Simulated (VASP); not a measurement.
VASP runs on Hf share one base input (PBE GGA, plane waves, VASP's PBE PAW potentials (set 64)) and change the settings named in each case.

**INCAR**
```
SYSTEM = Hf
PREC = Accurate
ENCUT = 300
EDIFF = 1E-6
NELM = 100
ALGO = Normal
LREAL = Auto
LASPH = .TRUE.
ISMEAR = 0
SIGMA = 0.272
GGA = PE
LMAXMIX = 6
LWAVE = .FALSE.
LCHARG = .FALSE.
ISIF = 2
LDIPOL = .TRUE.
IDIPOL = 3
DIPOL = 0.5 0.5 0.5
```

KPOINTS:
```
Automatic mesh
0
Gamma
5 3 1
0 0 0
```

POSCAR:
```
Hf
1.0
  5.4157630000   0.0000000000   0.0000000000
  0.0000000000  10.0604760000   0.0000000000
  0.0000000000   0.0000000000  18.7733000000
Hf
16
Cart
  4.0618222500   0.0000000000   7.0000003710
  4.0618222500   5.0302380000   7.0000003710
  0.4513117781   7.5453570000   7.0000003710
  2.2565697219   2.5151190000   7.0000003710
  1.3539407500   0.0000000000   8.5910938659
  1.3539407500   5.0302380000   8.5910938659
  3.1591932781   7.5453570000   8.5910938659
  4.9644512219   2.5151190000   8.5910938659
  4.0618222500   0.0000000000  10.1822061341
  4.0618222500   5.0302380000  10.1822061341
  0.4513117781   7.5453570000  10.1822061341
  2.2565697219   2.5151190000  10.1822061341
  1.3539407500   0.0000000000  11.7732996290
  1.3539407500   5.0302380000  11.7732996290
  3.1591932781   7.5453570000  11.7732996290
  4.9644512219   2.5151190000  11.7732996290
```

POTCAR, in this order: Hf_pv (PBE.64 set). Program: vasp_std.

```json
[
 {"change": "base run", "E(σ→0) (eV/atom)": "-9.0679", "largest force (eV/Å)": "1.106", "−TS (eV)": "-0.8767"},
 {"change": "GGA removed, IVDW = 12, LMIXTAU = .TRUE., METAGGA = R2SCAN (refused)", "E(σ→0) (eV/atom)": "-", "largest force (eV/Å)": "-", "−TS (eV)": "-"},
 {"change": "SIGMA = 0.3", "E(σ→0) (eV/atom)": "-9.0678", "largest force (eV/Å)": "1.091", "−TS (eV)": "-1.0708"},
 {"change": "KPOINTS 6×3×1 Γ-centred mesh", "E(σ→0) (eV/atom)": "-9.0683", "largest force (eV/Å)": "1.108", "−TS (eV)": "-0.8707"},
 {"change": "ISMEAR = 1, SIGMA = 0.1", "E(σ→0) (eV/atom)": "-9.0666", "largest force (eV/Å)": "1.169", "−TS (eV)": "-0.0197"},
 {"change": "EDIFF = 1E-04", "E(σ→0) (eV/atom)": "-9.0679", "largest force (eV/Å)": "1.106", "−TS (eV)": "-0.8767"},
 {"change": "GGA = RP", "E(σ→0) (eV/atom)": "-8.6988", "largest force (eV/Å)": "1.048", "−TS (eV)": "-0.8631"}
]
```
 Energies of different potentials or functionals have different zeros.  The cell holds a wide vacuum, so values per volume refer to the whole cell. Unless said otherwise, spin-orbit coupling is left out, though it shifts the bands of the heavy elements here.

Left out are runs that ran out of time, are held back, or changed the cell or the kind of run, fixed moments of cells without a moment, rows past the twelfth, gaps on odd meshes, pressures of charged cells and columns that move by less than the noise.

The cell is a sheet or thin cut with vacuum, built from a generated structure.
